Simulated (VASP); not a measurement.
**Al2Cu with r2SCAN: from relaxation to properties**

Wanted: the relaxed cell of Al2Cu and its properties. The steps: full relaxation (r2SCAN), density, ELF and potential (r2SCAN), band structure (r2SCAN), total and projected DOS (r2SCAN) and vibrations at Γ (r2SCAN). The start is a computed cell from the Materials Project.

Main program and level: VASP 6.6.1; r2SCAN; plane waves and PAW (Al, Cu).

Report form: the programs' logs are mostly left out.

**1. The starting structure**

Before any relaxation, the start is as follows. The structure is tetragonal, space group I4/mmm (No. 139). The conventional cell has a = 4.061 Å, b = 4.061 Å, c = 5.702 Å, α = 90.00°, β = 90.00°, γ = 90.00°. Nearest to Al lie 4 Cu at 2.48 Å. Nearest to Cu lie 8 Al at 2.48 Å. Farther neighbours are not listed.

**2. Full relaxation (r2SCAN)**

Properties are meant for the cell that this level of theory prefers, so cell and atoms are relaxed first (ISIF = 3) until forces and stress are small; EDIFFG sets the threshold. r2SCAN adds the kinetic-energy density, costs more than a GGA and is run with LASPH.

Contents of INCAR:

```
SYSTEM = Al2Cu
PREC = Accurate
ENCUT = 400
EDIFF = 1E-06
NELM = 100
ISMEAR = 1
SIGMA = 0.2
LREAL = .FALSE.
ALGO = Normal
METAGGA = R2SCAN
LASPH = .TRUE.
NBANDS = 14
LORBIT = 11
LWAVE = .FALSE.
LCHARG = .FALSE.
KPAR = 2
IBRION = 2
NSW = 60
ISIF = 3
EDIFFG = -0.01
```

Contents of POSCAR:

```
Al2Cu
1.0
   -2.0303375000      2.0303375000      2.8510940000
    2.0303375000     -2.0303375000      2.8510940000
    2.0303375000      2.0303375000     -2.8510940000
Al Cu
2 1
Direct
    0.7500000000      0.2500000000      0.5000000000
    0.2500000000      0.7500000000      0.5000000000
    0.5000000000      0.5000000000      0.0000000000
```

Contents of KPOINTS:

```
Automatic mesh
0
Gamma
8 8 8
0 0 0
```

PAW data sets: Al and Cu (PBE family, release 64).

Launch:

```console
mpirun -np 2 vasp_std
```

Wall time 70 s (2 MPI ranks of Intel Xeon 6975P-C (Granite Rapids), shared host); peak memory 0.33 GiB; 2.3 min of CPU time.

This run has no spin polarisation. Its electron count is odd, so without a moment it is a metal by construction. The PAW data sets were made with PBE, which is usual practice but a small mismatch for other functionals. The run keeps the 16 symmetry operations of its start, so it cannot find a distortion of lower symmetry.

Relaxation path:

| step | energy less that of the first step (eV) | largest force (eV/Å) | pressure (GPa) | volume (Å³) |
| --- | --- | --- | --- | --- |
| 1 | 0.0000 | 0.0000 | -0.09 | 47.01 |
| 2 | -0.0006 | 0.0000 | 0.00 | 46.95 |
| 3 | -0.0007 | 0.0000 | 0.06 | 46.92 |
| 4 | -0.0007 | 0.0000 | 0.05 | 46.92 |

| cell as run | before | after | change |
| --- | --- | --- | --- |
| a (Å) | 4.046 | 4.048 | +0.0 % |
| b (Å) | 4.046 | 4.048 | +0.0 % |
| c (Å) | 4.046 | 4.048 | +0.0 % |
| α (°) | 119.77 | 119.99 | +0.2 % |
| β (°) | 119.77 | 119.99 | +0.2 % |
| γ (°) | 90.41 | 90.01 | -0.4 % |
| volume (Å³/atom) | 15.67 | 15.64 | -0.2 % |

Final coordinates:

```
Al Cu
1.0
    -2.02434    2.02434    2.86212
     2.02434   -2.02434    2.86212
     2.02434    2.02434   -2.86212
Al Cu
2 1
Cartesian
  0.0000 2.0243 1.4311
  2.0243 0.0000 1.4311
  0.0000 0.0000 2.8621
```

Numbers from this step:

| Property | Result |
| --- | --- |
| electrons | 17 |
| bands | 14 |
| irreducible k-points | 59 |
| symmetry operations | 16 |
| free energy (TOTEN) | -24.92 eV |
| energy at zero smearing | -24.92 eV |
| Fermi energy | 7.129 eV |
| pressure | 0.04849 GPa |
| metallic | yes |
| SCF cycles over all ionic steps | 29 |

It ends with forces that vanish by symmetry and a pressure of 0.05 GPa.

**3. Density, ELF and potential (r2SCAN)**

The relaxed cell gets a fresh self-consistent run, on a basis set for its own volume, to fix the density and to check the remaining stress.

INCAR, as its differences from that of step 2:

```diff
@@ -14,7 +14,5 @@
 LWAVE = .FALSE.
-LCHARG = .FALSE.
-KPAR = 2
-IBRION = 2
-NSW = 60
-ISIF = 3
-EDIFFG = -0.01
+LCHARG = .TRUE.
+ISIF = 2
+LELF = .TRUE.
+LVHAR = .TRUE.
```

Contents of POSCAR:

```
Al2Cu
1.0
    0.0000000000      2.8626087500      2.8626087500
    2.8626087500      0.0000000000      2.8626087500
    2.8626087500      2.8626087500      0.0000000000
Al Cu
2 1
Direct
    0.2500000000      0.2500000000      0.2500000000
    0.7500000000      0.7500000000      0.7500000000
    0.5000000000      0.5000000000      0.5000000000
```

Contents of KPOINTS:

```
Automatic mesh
0
Gamma
7 7 7
0 0 0
```

The cell reached was symmetrised within 0.01 Å before this step, which raises the operations from 16 to 48, which the run then keeps.

Launch:

```console
mpirun -np 2 vasp_std
```

Elapsed: 15 s, on 2 MPI ranks; peak memory 0.25 GiB; 28 s of CPU time.

The k-mesh is coarse for a metal.

This step gave:

- SCF cycles: 15
- irreducible k-points: 20
- symmetry operations: 48
- free energy (TOTEN): -24.91 eV
- energy at zero smearing: -24.91 eV
- Fermi energy: 7.027 eV
- pressure: 0.2471 GPa

Valence electrons inside each PAW sphere by angular momentum. Sphere charges, by row:

| atom | s (e) | p (e) | d (e) | tot (e) |
| --- | --- | --- | --- | --- |
| Al1 | 0.405 | 0.393 | 0 | 0.798 |
| Al2 | 0.405 | 0.393 | 0 | 0.798 |
| Cu3 | 0.561 | 0.628 | 9.085 | 10.27 |

Electrostatic potential energy in the ac plane of the cell as run, not the conventional one, at fractional y = 0.250, with atoms of Al within 0.2 Å of it. With pseudopotentials it is smooth inside the atoms' cores, unlike the true potential.

Ten even steps from '0' (-75 eV) to '9' (3 eV), each cell a mean:
```
99999999999999
99999999999999
99999999999999
99999998999999
99999988889999
99999988789999
88889998888999
86568999889999
74114799999999
74000489999999
86100168999999
98410158999999
99864468999999
99987788999999
```
Columns run along a (4.0 Å; values clipped at the 3rd and 97th percentile), rows up along c (4.0 Å). Atoms in or near the plane, at fractional coordinates: Al at (0.25, 0.25).

ELF in the ac plane of the cell as run, not the conventional one, at fractional y = 0.250, with atoms of Al within 0.2 Å of it. It is the smooth field of the valence electrons, not physical close to the nuclei.

Values, 14 rows by 14 columns, each cell a mean:
```
0.19 0.28 0.41 0.51 0.61 0.66 0.66 0.62 0.52 0.42 0.29 0.20 0.14 0.14
0.17 0.24 0.34 0.43 0.51 0.54 0.55 0.54 0.50 0.43 0.33 0.24 0.16 0.14
0.20 0.24 0.31 0.36 0.37 0.35 0.34 0.34 0.35 0.37 0.36 0.31 0.24 0.20
0.26 0.29 0.33 0.36 0.33 0.28 0.27 0.27 0.27 0.28 0.33 0.36 0.33 0.29
0.38 0.37 0.41 0.43 0.38 0.29 0.25 0.25 0.25 0.25 0.28 0.37 0.43 0.42
0.47 0.43 0.47 0.51 0.48 0.37 0.27 0.25 0.24 0.25 0.27 0.35 0.50 0.52
0.55 0.42 0.41 0.52 0.61 0.54 0.36 0.28 0.25 0.25 0.27 0.34 0.54 0.62
0.58 0.37 0.23 0.35 0.59 0.64 0.51 0.36 0.27 0.25 0.27 0.34 0.55 0.66
0.60 0.33 0.07 0.08 0.31 0.57 0.64 0.54 0.37 0.29 0.28 0.35 0.54 0.66
0.58 0.33 0.05 0.01 0.09 0.31 0.59 0.61 0.48 0.38 0.33 0.37 0.51 0.61
0.53 0.36 0.07 0.01 0.01 0.08 0.35 0.52 0.51 0.43 0.36 0.36 0.43 0.51
0.47 0.41 0.18 0.07 0.05 0.07 0.23 0.41 0.47 0.41 0.33 0.31 0.34 0.41
0.36 0.41 0.41 0.36 0.33 0.33 0.37 0.42 0.43 0.37 0.29 0.24 0.24 0.28
0.27 0.36 0.47 0.53 0.58 0.60 0.58 0.55 0.47 0.38 0.26 0.20 0.17 0.19
```
Columns run along a (4.0 Å), rows up along c (4.0 Å). Atoms in or near the plane, at fractional coordinates: Al at (0.25, 0.25).

Valence density in the ac plane of the cell as run, not the conventional one, at fractional y = 0.250, with atoms of Al within 0.2 Å of it. It is the smooth field of the valence electrons, not physical close to the nuclei.

Ten even steps from '_' (0.03 e/Å³) to '@' (0.74 e/Å³), each cell a mean:
```
__....::::----::::....______
____....::------::....______
____....::--====--::....____
__......::--++++==--::......
........::--++####++--::....
......::::--++%%@@##==--::::
::::::::::--==**%%##++==--::
::::....::----==++++++==----
::..____..::----------------
::..______..::::::::::::::::
::::________..::::........::
..::..______..::............
....::::....::::......____..
......::::::::::....________
```
Columns run along a (4.0 Å), rows up along c (4.0 Å). Atoms in or near the plane, at fractional coordinates: Al at (0.25, 0.25).

The pressure is 0.25 GPa and the largest force 0.000 eV/Å.

**4. Band structure (r2SCAN)**

The mesh alone shows little of the dispersion and can miss band extrema, so KPOINTS_OPT adds a path through the symmetry points after the self-consistent cycle.

Contents of INCAR:

```
SYSTEM = Al2Cu
PREC = Accurate
ENCUT = 400
EDIFF = 1E-06
NELM = 100
ISMEAR = 1
SIGMA = 0.2
LREAL = .FALSE.
ALGO = Normal
METAGGA = R2SCAN
LASPH = .TRUE.
NBANDS = 21
LORBIT = 11
LWAVE = .FALSE.
LCHARG = .FALSE.
KPAR = 2
```

POSCAR is that of step 3.

KPOINTS is that of step 3.

Contents of KPOINTS_OPT:

```
Line mode
16
Line-mode
Reciprocal
  0.00000000   0.00000000   0.00000000 GAMMA
  0.50000000   0.00000000   0.50000000 X

  0.50000000   0.00000000   0.50000000 X
  0.50000000   0.25000000   0.75000000 W

  0.50000000   0.25000000   0.75000000 W
  0.37500000   0.37500000   0.75000000 K

  0.37500000   0.37500000   0.75000000 K
  0.00000000   0.00000000   0.00000000 GAMMA

  0.00000000   0.00000000   0.00000000 GAMMA
  0.50000000   0.50000000   0.50000000 L

  0.50000000   0.50000000   0.50000000 L
  0.62500000   0.25000000   0.62500000 U

  0.62500000   0.25000000   0.62500000 U
  0.50000000   0.25000000   0.75000000 W

  0.50000000   0.25000000   0.75000000 W
  0.50000000   0.50000000   0.50000000 L

  0.50000000   0.50000000   0.50000000 L
  0.37500000   0.37500000   0.75000000 K

  0.62500000   0.25000000   0.62500000 U
  0.50000000   0.00000000   0.50000000 X
```

Launch:

```console
mpirun -np 2 vasp_std
```

The job ended after 65 s (2 MPI ranks; peak memory 0.32 GiB).

Numbers from this step:

```
bands    : 21
pressure : 0.1410 GPa
```

The electronic bands at the labelled points (eV, zero at the Fermi level; # counts the bands kept):

| point | #6 | #7 | #8 | #9 | #10 | #11 | #12 | #13 |
| --- | --- | --- | --- | --- | --- | --- | --- | --- |
| Γ | -4.14 | 3.11 | 3.11 | 3.11 | 3.21 | 3.21 | 3.21 | 5.25 |
| 0.53 of the way | -4.04 | -0.79 | -0.70 | -0.70 | 1.29 | 2.76 | 8.35 | 8.35 |
| X | -3.96 | -3.85 | -2.07 | -2.07 | 0.66 | 1.84 | 9.57 | 11.62 |
| 0.53 of the way | -4.04 | -3.93 | -2.91 | -2.37 | 2.17 | 3.25 | 7.31 | 9.12 |
| W | -3.93 | -3.67 | -3.67 | -2.50 | 4.58 | 4.58 | 5.57 | 6.21 |
| 0.47 of the way | -4.00 | -3.84 | -3.36 | -2.13 | 2.86 | 5.05 | 5.95 | 7.54 |
| K | -4.11 | -3.87 | -3.26 | -1.36 | 1.54 | 4.87 | 7.03 | 9.52 |
| 0.53 of the way | -4.08 | -1.55 | -1.36 | 1.79 | 3.97 | 3.98 | 5.56 | 5.64 |
| Γ | -4.14 | 3.11 | 3.11 | 3.11 | 3.21 | 3.21 | 3.21 | 5.25 |
| 0.53 of the way | -4.14 | -2.27 | 1.29 | 1.29 | 4.05 | 4.05 | 4.21 | 6.15 |
| L | -4.06 | -4.06 | 0.69 | 0.69 | 3.21 | 3.21 | 4.40 | 5.11 |
| 0.47 of the way | -4.08 | -3.98 | -1.47 | -0.23 | 2.36 | 4.64 | 6.25 | 7.43 |
| U | -4.11 | -3.87 | -3.26 | -1.36 | 1.54 | 4.87 | 7.03 | 9.52 |
| 0.53 of the way | -4.00 | -3.84 | -3.36 | -2.13 | 2.86 | 5.05 | 5.95 | 7.54 |
| W | -3.93 | -3.67 | -3.67 | -2.50 | 4.58 | 4.58 | 5.57 | 6.21 |
| 0.53 of the way | -4.05 | -3.98 | -1.74 | -0.82 | 3.21 | 3.85 | 7.21 | 7.68 |
| L | -4.06 | -4.06 | 0.69 | 0.69 | 3.21 | 3.21 | 4.40 | 5.11 |
| 0.53 of the way | -4.09 | -3.96 | -1.86 | -0.40 | 2.22 | 4.97 | 6.64 | 7.39 |
| K | -4.11 | -3.87 | -3.26 | -1.36 | 1.54 | 4.87 | 7.03 | 9.52 |
| jump to U | -4.11 | -3.87 | -3.26 | -1.36 | 1.54 | 4.87 | 7.03 | 9.52 |
| 0.47 of the way | -4.05 | -4.02 | -2.79 | -1.85 | 1.15 | 2.80 | 8.39 | 10.88 |
| X | -3.96 | -3.85 | -2.07 | -2.07 | 0.66 | 1.84 | 9.57 | 11.62 |

Of the projections kept (Al, Cu), the largest for each band there; the rest of the weight can lie on other orbitals:

| point | #6 | #7 | #8 | #9 | #10 | #11 | #12 | #13 |
| --- | --- | --- | --- | --- | --- | --- | --- | --- |
| Γ | Cu 1.00 | Cu 0.94 | Cu 0.94 | Cu 0.94 | Al 0.58 | Al 0.58 | Al 0.58 | Al 1.00 |
| X | Cu 1.00 | Cu 0.98 | Al 0.57 | Al 0.57 | Cu 0.53 | Cu 0.94 | - | Al 0.82 |
| W | Cu 0.99 | Cu 0.90 | Cu 0.90 | Cu 0.83 | Al 0.68 | Al 0.68 | Cu 0.94 | Cu 0.70 |
| K | Cu 0.99 | Cu 0.96 | Cu 0.90 | Cu 0.53 | Cu 0.55 | Cu 0.62 | Al 0.76 | Cu 0.96 |
| Γ | Cu 1.00 | Cu 0.94 | Cu 0.94 | Cu 0.94 | Al 0.58 | Al 0.58 | Al 0.58 | Al 1.00 |
| L | Cu 1.00 | Cu 1.00 | Cu 0.55 | Cu 0.55 | Al 0.53 | Al 0.53 | Cu 0.55 | Al 0.98 |

There is no gap at this level.

Of the bands kept, 3 cross the Fermi level on this path.

**5. Total and projected DOS (r2SCAN)**

Here the states are counted by energy and projected on the atoms. The mesh is finer than in the run before.

INCAR, as its differences from that of step 4:

```diff
@@ -5,3 +5,3 @@
 NELM = 100
-ISMEAR = 1
+ISMEAR = -5
 SIGMA = 0.2
@@ -16 +16,2 @@
 KPAR = 2
+NEDOS = 2001
```

POSCAR is that of step 4.

Contents of KPOINTS:

```
Automatic mesh
0
Gamma
10 10 10
0 0 0
```

Launch:

```console
mpirun -np 2 vasp_std
```

Elapsed: 36 s, on 2 MPI ranks; peak memory 0.32 GiB.

With tetrahedra the forces and stress of a metal are not exact derivatives of the energy.

Numbers from this step:

* irreducible k-points: 47
* Fermi energy: 7.034 eV
* pressure: 0.08671 GPa
* DOS at the Fermi level: 0.8566 states/eV/cell

The density of states has structure finer than the step of the table below, so its rows give means over 0.5 eV, whole bins alone (the curve runs from -12.0 to 5.89 eV). Peaks (eV: height): total -4.58: 9.86, -4.20: 14.7, -4.05: 20.3; Cu d -4.58: 8.10, -4.20: 13.0, -4.05: 18.5; Al p -4.65: 0.324, -1.88: 0.193, 3.05: 0.225, 4.47: 0.270; Al s -7.87: 0.135, -5.85: 0.265, 2.98: 0.151, 4.47: 0.110.

States under -12.0 eV and over 5.9 eV are left out. The density of states by energy, zero at the Fermi level; means over each step; values in states/eV/cell:

| energy (eV) | total | Cu d | Al p | Al s |
| --- | --- | --- | --- | --- |
| -11.5 | 0 | 0 | 0 | 0 |
| -11.0 | 7.5e-4 | 0 | 0 | 1.6e-4 |
| -10.5 | 0.130 | 0 | 7.0e-4 | 0.0276 |
| -10.0 | 0.260 | 2.3e-4 | 0.00314 | 0.0537 |
| -9.5 | 0.346 | 0.00111 | 0.00663 | 0.0691 |
| -9.0 | 0.423 | 0.00309 | 0.0110 | 0.0816 |
| -8.5 | 0.505 | 0.00730 | 0.0164 | 0.0936 |
| -8.0 | 0.656 | 0.0193 | 0.0257 | 0.115 |
| -7.5 | 0.666 | 0.0280 | 0.0288 | 0.113 |
| -7.0 | 0.542 | 0.0317 | 0.0236 | 0.0931 |
| -6.5 | 0.697 | 0.0588 | 0.0293 | 0.127 |
| -6.0 | 1.22 | 0.268 | 0.0467 | 0.198 |
| -5.5 | 1.79 | 0.767 | 0.0625 | 0.204 |
| -5.0 | 2.34 | 1.47 | 0.0963 | 0.0887 |
| -4.5 | 7.45 | 6.06 | 0.207 | 0.0200 |
| -4.0 | 8.47 | 7.36 | 0.0870 | 0.0325 |
| -3.5 | 1.22 | 0.637 | 0.0615 | 0.0357 |
| -3.0 | 1.13 | 0.429 | 0.0807 | 0.0513 |
| -2.5 | 1.02 | 0.280 | 0.0941 | 0.0498 |
| -2.0 | 1.33 | 0.261 | 0.163 | 0.0464 |
| -1.5 | 1.25 | 0.197 | 0.165 | 0.0401 |
| -1.0 | 1.10 | 0.140 | 0.154 | 0.0320 |
| -0.5 | 0.993 | 0.105 | 0.143 | 0.0251 |
| 0.0 | 0.855 | 0.0717 | 0.127 | 0.0183 |
| 0.5 | 0.669 | 0.0457 | 0.0990 | 0.0128 |
| 1.0 | 0.529 | 0.0592 | 0.0612 | 0.0380 |
| 1.5 | 0.605 | 0.0918 | 0.0540 | 0.0767 |
| 2.0 | 0.780 | 0.119 | 0.0671 | 0.0986 |
| 2.5 | 1.09 | 0.149 | 0.102 | 0.109 |
| 3.0 | 1.59 | 0.206 | 0.187 | 0.128 |
| 3.5 | 1.02 | 0.124 | 0.132 | 0.0554 |
| 4.0 | 1.10 | 0.116 | 0.145 | 0.0383 |
| 4.5 | 1.75 | 0.165 | 0.226 | 0.0901 |
| 5.0 | 0.945 | 0.0842 | 0.107 | 0.0875 |
| 5.5 | 1.05 | 0.0802 | 0.119 | 0.0723 |

The finer mesh and the other smearing move the Fermi level by +0.01 eV from the 7×7×7 run, a small shift, which tests the Fermi level alone.

**6. Vibrations at Γ (r2SCAN)**

Zone-centre modes test whether the atoms sit at a minimum within this cell. IBRION = 6 takes the force constants from differences of forces between displaced cells, so the forces must be tight.

Contents of INCAR:

```
SYSTEM = Al2Cu
PREC = Accurate
ENCUT = 400
EDIFF = 1E-08
NELM = 100
ISMEAR = 1
SIGMA = 0.2
LREAL = .FALSE.
ALGO = Normal
METAGGA = R2SCAN
LASPH = .TRUE.
NBANDS = 14
LORBIT = 11
LWAVE = .FALSE.
LCHARG = .FALSE.
KPAR = 2
IBRION = 6
NFREE = 2
POTIM = 0.015
ISIF = 2
NSW = 1
```

POSCAR is that of step 5.

Contents of KPOINTS:

```
Automatic mesh
0
Gamma
12 12 12
0 0 0
```

Launch:

```console
mpirun -np 2 vasp_std
```

Wall time 5.3 min (2 MPI ranks); peak memory 0.63 GiB.

The last energy, forces, stress and levels in OUTCAR belong to the last displaced cell, not to the cell of POSCAR.

Numbers from this step:

| Item | Value |
| --- | --- |
| bands | 14 |
| irreducible k-points | 72 |
| pressure of the cell | 0.1622 GPa |
| largest force of the cell | 0 eV/Å |

Modes at Γ, with each element's share of the kinetic energy:

| mode | frequency (cm⁻¹) | symmetry | Al % | Cu % |
| --- | --- | --- | --- | --- |
| 1 | -1.3 | acoustic | 45 | 55 |
| 2 | -1.3 | acoustic | 45 | 55 |
| 3 | -1.3 | acoustic | 45 | 55 |
| 4 | 269.5 | T1u | 55 | 45 |
| 5 | 269.5 | T1u | 55 | 45 |
| 6 | 269.5 | T1u | 55 | 45 |
| 7 | 287.3 | T2g | 100 | 0 |
| 8 | 287.3 | T2g | 100 | 0 |
| 9 | 287.3 | T2g | 100 | 0 |

Displacements in mode 4 (269.5 cm⁻¹), the largest set to 1:
```
Al1  0.25 -0.83 -1.00
Al2  0.25 -0.83 -1.00
Cu3 -0.21  0.70  0.84
```

Displacements in mode 8 (287.3 cm⁻¹), the largest set to 1:
```
Al1  0.00  0.00  1.00
Al2  0.00  0.00 -1.00
Cu3  0.00  0.00  0.00
```

The three acoustic modes lie within 1.3 cm⁻¹ of zero, and all others are real. By the characters of their eigenvectors the optical modes sort into (cm⁻¹) Raman active: T2g 287; infrared active: T1u 270. With a centre of inversion no mode is active in both.

**7. Results**

| Property | Result |
| --- | --- |
| relaxed volume | 15.64 Å³/atom |
| relaxed conventional cell a, b, c | 5.725, 5.725, 5.725 Å |
| space group after relaxing, within 0.02 Å (lengths above averaged to it) | Fm-3m (No. 225) |
| band gap | none, a metal |
| DOS at the Fermi level | 0.857 states/eV/cell |
| highest zone-centre mode | 287 cm⁻¹ |

What this shows: With r2SCAN, Al2Cu relaxes to 15.64 Å³/atom in space group Fm-3m and comes out as a metal. Band structure (r2SCAN): Of the bands kept, 3 cross the Fermi level on this path. Vibrations at Γ (r2SCAN): The highest mode in this list at Γ, 287.3 cm⁻¹, is mostly motion of Al (100 % of the kinetic energy). With an odd electron count and no spin the cell is a metal by construction. Modes at Γ alone can't show that the crystal is stable at other wave vectors. No search among competing phases was made, and a listed structure need not be the one stable at ambient conditions. All values are for a static lattice at zero temperature.

[Lines on the potential files, build, host, timing and source positions are cut from VASP's logs without a mark.]

[Logs are printed without paths, hosts, clocks, repeated set-up lines and the standing remarks that a program may print on its own settings, such as how far it seeks lower states.]

[Hosts, paths, dates, database ids (printed as entryN), source tags and the programs' standing remarks are cut or masked in the printed files.]

[A measured line is paired with the nearest computed mode of its activity, which favours agreement.]
